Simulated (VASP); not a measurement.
```
CELL_PARAMETERS angstrom
      0.00000     2.56905     2.56905
      2.56905     0.00000     2.56905
      2.56905     2.56905     0.00000
ATOMIC_POSITIONS crystal
  Sm 0.00000 0.00000 0.00000
```

Method: r2SCAN meta-GGA, VASP's PBE PAW potentials (set 64) (plane waves; VASP). Run with 400 eV cut-off, 14×14×14 Γ-centred mesh, tetrahedra with Blöchl corrections, potentials Sm_3.

The 4f electrons are frozen in the core of the lanthanide potential, so 4f levels, which can set the real gap, and their magnetism are missing.

Question: Predict the energy per atom (σ→0), band gap (over mesh and band path) with the smallest direct gap where there is one.

Answer: 
```yaml
band gap (over mesh and band path): none (metal, semimetal or under 0.01 eV)
energy per atom (σ→0): -29.711 eV/atom
```

Total energies compare only between runs with the same potentials, cut-off and functional.

The structure was generated: Sm was put into the fcc type (Fm-3m), which need not be its known phase. It was relaxed first.
